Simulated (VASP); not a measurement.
Data:

```xyz
6
Lattice="1.5732 -2.7249 0.0000 1.5732 2.7249 0.0000 0.0000 0.0000 12.5661" Properties=species:S:1:pos:R:3 pbc="T T T"
W      1.5732     0.9083     3.1415
W      1.5732    -0.9083     9.4246
S      1.5732     0.9083    10.9935
S      1.5732    -0.9083     4.7104
S      1.5732    -0.9083     1.5727
S      1.5732     0.9083     7.8557
```

These are PBEsol GGA, VASP's PBE PAW potentials (set 64) (plane waves; VASP) values and carry that method's errors. Numerical set-up: 400 eV cut-off, 9×9×2 Γ-centred mesh, tetrahedra with Blöchl corrections, potentials W_sv S.

Without a dispersion term in the relaxation, distances and binding between the weakly bound layers, chains or molecules are unreliable, and so is what depends on them.

Task: Predict the energy per atom (σ→0).

Result: 
| Quantity | Value |
|---|---|
| energy per atom (σ→0) | -812.9 kJ/mol-atom |

Total energies compare only between runs with the same potentials, cut-off and functional.

The compound is WS2 in the 2H layered structure. It was relaxed first.
